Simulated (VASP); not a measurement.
Here is a VASP 6.6.1 calculation.

POSCAR

```
Re
1.0
    2.7610000000      0.0000000000      0.0000000000
   -1.3805000000      2.3910961400      0.0000000000
    0.0000000000      0.0000000000      4.4560000000
Re
2
Direct
    0.3333333300      0.6666666700      0.2500000000
    0.6666666700      0.3333333300      0.7500000000
```

Contents of INCAR.step1:

```
SYSTEM = Re
ALGO     = Fast           ! electronic algorithm
EDIFF    = 1E-8           ! SCF threshold, eV
EDIFFG   = -0.002         ! ionic threshold
ENCUT    = 350            ! plane-wave cutoff, eV
GGA      = CA             ! functional
IBRION   = 2              ! ionic algorithm
ISIF     = 3              ! what is computed and relaxed
ISMEAR   = 0              ! smearing method
LASPH    = .TRUE.         ! aspherical terms in the spheres
LCHARG   = .FALSE.        ! write CHGCAR
LREAL    = .FALSE.        ! projectors in reciprocal space
LWAVE    = .FALSE.        ! write WAVECAR
NELM     = 100            ! most SCF steps
NSW      = 40             ! ionic steps
PREC     = Accurate       ! precision mode
SIGMA    = 0.1            ! smearing width, eV
```

The input INCAR.step2:

```
SYSTEM = Re
ALGO     = Fast           ! electronic algorithm
EDIFF    = 1E-8           ! SCF threshold, eV
ENCUT    = 350            ! plane-wave cutoff, eV
GGA      = CA             ! functional
IBRION   = 6              ! ionic algorithm
ISIF     = 3              ! what is computed and relaxed
ISMEAR   = 0              ! smearing method
LASPH    = .TRUE.         ! aspherical terms in the spheres
LCHARG   = .FALSE.        ! write CHGCAR
LREAL    = .FALSE.        ! projectors in reciprocal space
LWAVE    = .FALSE.        ! write WAVECAR
NELM     = 100            ! most SCF steps
NFREE    = 2            
NSW      = 1              ! ionic steps
POTIM    = 0.015          ! step
PREC     = Accurate       ! precision mode
SIGMA    = 0.1            ! smearing width, eV
```

File KPOINTS:

```
k-points
0
G
  18 18 10
  0 0 0
```

Potentials or basis: VASP PAW LDA potentials, release 64 (Re).

Run with:

```console
$ cat potpaw_LDA.64/Re/POTCAR > POTCAR
$ cp INCAR.step1 INCAR
$ mpirun -np 1 vasp_std > vasp.out
$ cp CONTCAR POSCAR
$ cp INCAR.step2 INCAR
$ mpirun -np 1 vasp_std > vasp.out
```

(1) Predict the Voigt bulk modulus.

(2) Estimate the highest phonon frequency at Γ.

(3) Predict the space group after relaxing (to 0.05 Å).

(4) Predict the relaxed cell.

Answers

(1) 420 GPa.

(2) 113 cm⁻¹.

(3) P6_3/mmc (No. 194).

(4) a = 2.740 Å, b = 2.740 Å, c = 4.419 Å, α = 90.00°, β = 90.00°, γ = 120.00°.
